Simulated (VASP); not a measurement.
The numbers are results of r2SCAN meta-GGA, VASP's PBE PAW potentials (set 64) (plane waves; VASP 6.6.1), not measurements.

VASP ran on this input.

INCAR:
```
SYSTEM = Ca
PREC = Accurate
ENCUT = 480
EDIFF = 1E-7
NELM = 100
ALGO = Normal
LREAL = .FALSE.
LASPH = .TRUE.
ISMEAR = 1
SIGMA = 0.1
METAGGA = R2SCAN
LMIXTAU = .TRUE.
LWAVE = .FALSE.
LCHARG = .FALSE.
ISIF = 2
```

**POSCAR**
```
Ca
1.0
  0.0000000000   2.8141631229   2.8141631229
  2.8141631229   0.0000000000   2.8141631229
  2.8141631229   2.8141631229   0.0000000000
Ca
1
Direct
  0.0000000000   0.0000000000   0.0000000000
```

**KPOINTS**
```
Automatic mesh
0
Gamma
10 10 10
0 0 0
```

POTCAR, in this order: Ca_sv (PBE.64 set). Program: vasp_std.

Question: What will the output report for the number of irreducible k-points (NKPTS), number of bands (NBANDS), largest plane-wave count, number of space-group operations, FFT grid (NGX, NGY, NGZ)?

Answer: 
- number of irreducible k-points (NKPTS): 47
- number of bands (NBANDS): 9
- largest plane-wave count: 1090
- number of space-group operations: 48
- FFT grid (NGX, NGY, NGZ): 28 × 28 × 28

The compound is Ca in the fcc structure. This cell was strained or had an atom moved on purpose.
